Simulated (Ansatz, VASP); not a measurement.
Al2C3 in VASP and in Ansatz

```
Al C
1.0
     4.33834    0.00000    0.00000
    -2.16917    3.75711    0.00000
     0.00000    0.00000    4.77741
Al C
2 3
Direct
  0.00000 0.00000 0.76299
  0.00000 0.00000 0.23701
  0.50000 0.00000 0.00000
  0.00000 0.50000 0.00000
  0.50000 0.50000 0.00000
```

Alike in both runs: task single point; functional PBE; k mesh 6 × 6 × 4; occupations gaussian, width 0.1 eV; no spin polarisation.

|  | VASP | Ansatz |
| --- | --- | --- |
| version | VASP 6.6.1 | Ansatz 0.2.0 |
| potentials or method | VASP PAW PBE potentials, release 64 (Al, C) | scalar-relativistic, plane waves, PAW |
| plane-wave cutoff (eV) | 520 | 420 |
| valence electrons in the cell | 18 | 18 |

Ansatz gave:

* gap on the k mesh at the Fermi level (eV): none
* pressure (GPa): -10.3
* largest component of the traceless stress (GPa): 22.14
* rms of the force components (eV/Å): 0.668

Task: What did VASP give for the same quantities?

Result: gap on the k mesh at the Fermi level (eV): none; pressure (GPa): -10.3; largest component of the traceless stress (GPa): 22.08; rms of the force components (eV/Å): 0.665.

Atom by atom the forces differ by 0.003 eV/Å (rms over components). A gap of «none» marks a metal or a gap that the smearing closes.

Caveats: forces of over 1 eV/Å show positions far from the minimum, so gaps and moduli don't describe the material at rest.
